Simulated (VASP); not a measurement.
```
Cs
1.0
   -3.00197     3.00197     3.00197
    3.00197    -3.00197     3.00197
    3.00197     3.00197    -3.00197
Cs
1
Direct
  0.00000   0.00000   0.00000
```

All values below come from PBEsol GGA, VASP's PBE PAW potentials (set 64) (plane waves; VASP). Settings: 480 eV cut-off, 8×8×8 Γ-centred mesh, first-order Methfessel-Paxton smearing of 0.10 eV, potentials Cs_sv.

Each row applies one change to this cell, which was relaxed at other settings and keeps the small stress of the first row; at a fixed cut-off the stress holds a Pulay part, so it need not integrate to ΔE exactly. Stress is in GPa, positive when the cell is compressed.

```
change                                    ΔE (meV/atom)    σxx    σyy    σzz  largest shear component, with its sign (GPa)  largest force (eV/Å)
----------------------------------------  -------------  -----  -----  -----  --------------------------------------------  --------------------
none                                                0.0   0.00   0.00   0.00                                          0.00                 0.000
biaxial strain of -0.5 % in the yz plane            0.1   0.02   0.02   0.02                                          0.00                 0.000
isotropic strain of -1.0 %                          0.8   0.07   0.07   0.07                                          0.00                 0.000
uniaxial strain of -4.0 % along y                   1.6   0.08   0.12   0.08                                          0.00                 0.000
uniaxial strain of -4.0 % along x                   1.6   0.12   0.08   0.08                                          0.00                 0.000
isotropic strain of +1.0 %                          0.4  -0.05  -0.05  -0.05                                          0.00                 0.000
biaxial strain of +1.5 % in the xz plane            0.4  -0.05  -0.05  -0.05                                          0.00                 0.000
```

Failed runs are left out, and for metals the shear rows, which the mesh's noise covers.

The compound is Cs in the bcc structure.
